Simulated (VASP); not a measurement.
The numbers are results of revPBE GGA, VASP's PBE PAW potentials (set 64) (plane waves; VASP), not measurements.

The input files of a VASP run:

File POSCAR:
```
CuAu
1.0
  2.8584742221   0.0000000000   0.0000000000
  0.0000000000   2.8584742221   0.0000000000
  0.0000000000   0.0000000000   3.7563476738
Cu Au
1 1
Cart
  0.0000000000   0.0000000000   0.0000000000
  1.4292371110   1.4292371110   1.8781738369
```

INCAR:
```
! general
SYSTEM =CuAu
PREC   =Accurate
ENCUT  =520
LREAL  =.False.   ! projection in real space or not
LASPH  =.True.   ! aspherical one-centre terms

! electronic loop
EDIFF  =1E-7   ! SCF stop (eV)
NELM   =100   ! most electronic steps
ALGO   =Normal   ! blocked Davidson
LMAXMIX=6   ! l cut-off of mixed one-centre charges

! smearing
ISMEAR =1
SIGMA  =0.1   ! width (eV)

! functional
GGA    =RE   ! revPBE

! ions
IBRION =2   ! conjugate gradients
NSW    =30   ! most ionic steps
ISIF   =4   ! ions and shape, fixed volume
EDIFFG =-0.01

! output
LWAVE  =.False.
LCHARG =.False.
```

### KPOINTS
```
Automatic mesh
0
Gamma
13 13 10
0 0 0
```

POTCAR, in this order: Cu Au (PBE.64 set). Program: vasp_std.

What VASP printed:

**OUTCAR**
```
 ion  position               nearest neighbor table
   1  0.000  0.000  0.000-   2 2.76   2 2.76   2 2.76   2 2.76   2 2.76   2 2.76   2 2.76   2 2.76
  LATTYP: Found a simple tetragonal cell.
 ALAT       =     2.8584742221
 C/A-ratio  =     1.3141093401
 Subroutine PRICEL returns:
 Original cell was already a primitive cell.
 Subroutine GETGRP returns: Found 16 space group operations
The static configuration has the point symmetry D_4h.
The dynamic configuration has the point symmetry D_4h.
 Subroutine INISYM returns: Found 16 space group operations
 Subroutine IBZKPT returns following result:
 Found    168 irreducible k-points:

 Following reciprocal coordinates:
            Coordinates               Weight
  0.000000  0.000000  0.000000      1.000000
  0.076923  0.000000  0.000000      4.000000
  0.153846  0.000000  0.000000      4.000000
  0.230769  0.000000  0.000000      4.000000
  0.307692  0.000000  0.000000      4.000000
  0.384615  0.000000  0.000000      4.000000
  0.461538  0.000000  0.000000      4.000000
  0.076923  0.076923  0.000000      4.000000
  0.153846  0.076923  0.000000      8.000000
  0.230769  0.076923  0.000000      8.000000
  0.307692  0.076923  0.000000      8.000000
  0.384615  0.076923  0.000000      8.000000
  0.461538  0.076923  0.000000      8.000000
  0.153846  0.153846  0.000000      4.000000
  0.230769  0.153846  0.000000      8.000000
  0.307692  0.153846  0.000000      8.000000
  0.384615  0.153846  0.000000      8.000000
  0.461538  0.153846  0.000000      8.000000
  0.230769  0.230769  0.000000      4.000000
  0.307692  0.230769  0.000000      8.000000
  0.384615  0.230769  0.000000      8.000000
  0.461538  0.230769  0.000000      8.000000
  0.307692  0.307692  0.000000      4.000000
  0.384615  0.307692  0.000000      8.000000
  0.461538  0.307692  0.000000      8.000000
  0.384615  0.384615  0.000000      4.000000
  0.461538  0.384615  0.000000      8.000000
  0.461538  0.461538  0.000000      4.000000
  0.000000  0.000000  0.100000      2.000000
  0.076923  0.000000  0.100000      8.000000
  0.153846  0.000000  0.100000      8.000000
  0.230769  0.000000  0.100000      8.000000
  0.307692  0.000000  0.100000      8.000000
  0.384615  0.000000  0.100000      8.000000
  0.461538  0.000000  0.100000      8.000000
  0.076923  0.076923  0.100000      8.000000
  0.153846  0.076923  0.100000     16.000000
  0.230769  0.076923  0.100000     16.000000
  0.307692  0.076923  0.100000     16.000000
  0.384615  0.076923  0.100000     16.000000
   k-points           NKPTS =    168   k-points in BZ     NKDIM =    168   number of bands    NBANDS=     15
   number of dos      NEDOS =    301   number of ions     NIONS =      2
   total plane-waves  NPLWV =  16128
   dimension x,y,z NGX =    24 NGY =   24 NGZ =   28
   dimension x,y,z NGXF=    48 NGYF=   48 NGZF=   56
   ions per type =               1   1
   PREC   = accura    normal or accurate (medium, high low for compatibility)
   ISTART =      0    job   : 0-new  1-cont  2-samecut
   ICHARG =      2    charge: 1-file 2-atom 10-const
   ISPIN  =      1    spin polarized calculation?
   LNONCOLLINEAR =      F non collinear calculations
   LSORBIT =      F    spin-orbit coupling
   INIWAV =      1    electr: 0-lowe 1-rand  2-diag
   ENCUT  =  520.0 eV  38.22 Ry    6.18 a.u.   5.31  5.31  6.98*2*pi/ulx,y,z
   NELM   =    100;   NELMIN=  2; NELMDL= -5     # of ELM steps
   EDIFF  = 0.1E-06   stopping-criterion for ELM
   LREAL  =      F    real-space projection
   NLSPLINE    = F    spline interpolate recip. space projectors
   LMAXMIX     =    6 max onsite mixed and CHGCAR
...
```

**OSZICAR**
```
       N       E                     dE             d eps       ncg     rms          rms(c)
DAV:   1     0.132810073783E+03    0.13281E+03   -0.11382E+04  5223   0.206E+03
DAV:   2    -0.222092374174E+01   -0.13503E+03   -0.12869E+03  5243   0.335E+02
DAV:   3    -0.700609287709E+01   -0.47852E+01   -0.47155E+01  6294   0.731E+01
DAV:   4    -0.705875038837E+01   -0.52658E-01   -0.52641E-01  5794   0.655E+00
DAV:   5    -0.706030787974E+01   -0.15575E-02   -0.15575E-02  7540   0.124E+00    0.102E+01
DAV:   6    -0.665838491216E+01    0.40192E+00   -0.83203E+00  5140   0.826E+01    0.534E+00
DAV:   7    -0.624744639864E+01    0.41094E+00   -0.29836E+00  6198   0.875E+01    0.508E+00
DAV:   8    -0.621230925162E+01    0.35137E-01   -0.21443E-01  7179   0.109E+01    0.260E+00
DAV:   9    -0.620627753311E+01    0.60317E-02   -0.25158E-02  7821   0.420E+00    0.159E-01
DAV:  10    -0.620587190474E+01    0.40563E-03   -0.40413E-03  7571   0.120E+00    0.976E-02
DAV:  11    -0.620587936938E+01   -0.74646E-05   -0.29300E-04  7548   0.524E-01    0.547E-02
DAV:  12    -0.620586322900E+01    0.16140E-04   -0.64924E-05  6564   0.282E-01    0.291E-03
DAV:  13    -0.620586315658E+01    0.72426E-07   -0.23326E-06  7635   0.281E-02    0.151E-03
DAV:  14    -0.620586315185E+01    0.47203E-08   -0.84032E-08  3423   0.724E-03
   1 F= -.62058632E+01 E0= -.62058016E+01  d E =-.620586E+01
       N       E                     dE             d eps       ncg     rms          rms(c)
DAV:   1    -0.620619521320E+01   -0.33206E-03   -0.13362E-02  5565   0.111E+00    0.105E-01
DAV:   2    -0.620603145863E+01    0.16375E-03   -0.23608E-04  7382   0.405E-01    0.636E-02
DAV:   3    -0.620597624680E+01    0.55212E-04   -0.26507E-04  6281   0.544E-01    0.468E-02
DAV:   4    -0.620594345729E+01    0.32790E-04   -0.13715E-04  6410   0.387E-01    0.788E-03
DAV:   5    -0.620594381237E+01   -0.35508E-06   -0.46555E-06  5517   0.234E-02    0.531E-03
DAV:   6    -0.620594383466E+01   -0.22285E-07   -0.42188E-07  5421   0.165E-02
   2 F= -.62059438E+01 E0= -.62058999E+01  d E =-.806828E-04
       N       E                     dE             d eps       ncg     rms          rms(c)
DAV:   1    -0.620810525531E+01   -0.21614E-02   -0.10988E-01  5516   0.317E+00    0.303E-01
DAV:   2    -0.620675031539E+01    0.13549E-02   -0.19451E-03  7368   0.116E+00    0.182E-01
DAV:   3    -0.620629855869E+01    0.45176E-03   -0.21683E-03  6246   0.156E+00    0.134E-01
DAV:   4    -0.620602647227E+01    0.27209E-03   -0.11338E-03  6424   0.111E+00    0.226E-02
DAV:   5    -0.620602933523E+01   -0.28630E-05   -0.38335E-05  5577   0.689E-02    0.152E-02
DAV:   6    -0.620602947558E+01   -0.14036E-06   -0.37490E-06  7553   0.472E-02    0.343E-03
DAV:   7    -0.620602933222E+01    0.14337E-06   -0.89303E-07  6234   0.303E-02    0.837E-04
DAV:   8    -0.620602933346E+01   -0.12415E-08   -0.23192E-08  2863   0.167E-03
   3 F= -.62060293E+01 E0= -.62060485E+01  d E =-.166182E-03
```

**OUTCAR**
```
------------------------ aborting loop because EDIFF is reached ----------------------------------------
  FORCE on cell =-STRESS in cart. coord.  units (eV):
  Direction    XX          YY          ZZ          XY          YZ          ZX
  --------------------------------------------------------------------------------------
  Total        0.0005470      0.0005470     -0.0048854      0.0000000      0.0000000     -0.0000000
  in kB        0.0285559      0.0285559     -0.2550203      0.0000000      0.0000000     -0.0000000
  external PRESSURE =      -0.0659695 kB  Pullay stress =       0.0000000 kB
  volume of cell :       30.69
      direct lattice vectors                 reciprocal lattice vectors
     2.851713706  0.000000000 -0.000000000     0.350666337  0.000000000  0.000000000
     0.000000000  2.851713706 -0.000000000     0.000000000  0.350666337  0.000000000
     0.000000000 -0.000000000  3.774179023     0.000000000  0.000000000  0.264958285
 POSITION                                       TOTAL-FORCE (eV/Angst)
 -----------------------------------------------------------------------------------
      0.00000      0.00000      0.00000         0.000000     -0.000000      0.000000
      1.42586      1.42586      1.88709         0.000000      0.000000      0.000000
 -----------------------------------------------------------------------------------
    total drift:                                0.000000      0.000000     -0.000000
  FREE ENERGIE OF THE ION-ELECTRON SYSTEM (eV)
  ---------------------------------------------------
  free  energy   TOTEN  =        -6.2060293335 eV

  energy  without entropy=       -6.2060869229  energy(sigma->0) =       -6.20604853

 reached required accuracy - stopping structural energy minimisation
```
(Selected blocks of OUTCAR.)

### CONTCAR
```
CuAu
   1.00000000000000
     2.8517137058169615    0.0000000000000000   -0.0000000000000000
     0.0000000000000000    2.8517137058169615   -0.0000000000000000
     0.0000000000000000   -0.0000000000000000    3.7741790228321790
  Cu              Au
     1     1
Direct
     0.0000000000000000    0.0000000000000000    0.0000000000000000
     0.5000000000000000    0.5000000000000000    0.5000000000000000
```

The compound is CuAu in the L1_0 structure. This run relaxes it. Symmetry was kept, so distortions that lower it aren't found.
